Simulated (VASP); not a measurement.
Data:

```
KF
1.0
    0.00000     2.67500     2.67500
    2.67500     0.00000     2.67500
    2.67500     2.67500     0.00000
K F
1 1
Direct
  0.00000   0.00000   0.00000
  0.50000   0.50000   0.50000
```

These are PBE GGA, VASP's PBE PAW potentials (set 64) (plane waves; VASP) values and carry that method's errors. Settings: 520 eV cut-off, 7×7×7 Γ-centred mesh, Gaussian smearing of 0.050 eV, potentials K_sv F.

Problem. Estimate the energy per atom (σ→0), pressure, band gap (on the k-mesh) with the smallest direct gap where there is one.

Solution. 
| Quantity | Result |
|---|---|
| band gap (on the k-mesh) | 6.15 eV |
| smallest direct gap (on the k-mesh) | 6.15 eV |
| energy per atom (σ→0) | -4146 meV/atom |
| pressure | 1.32 GPa |

The compound is KF in the rock salt structure. The cell was not relaxed at this level.
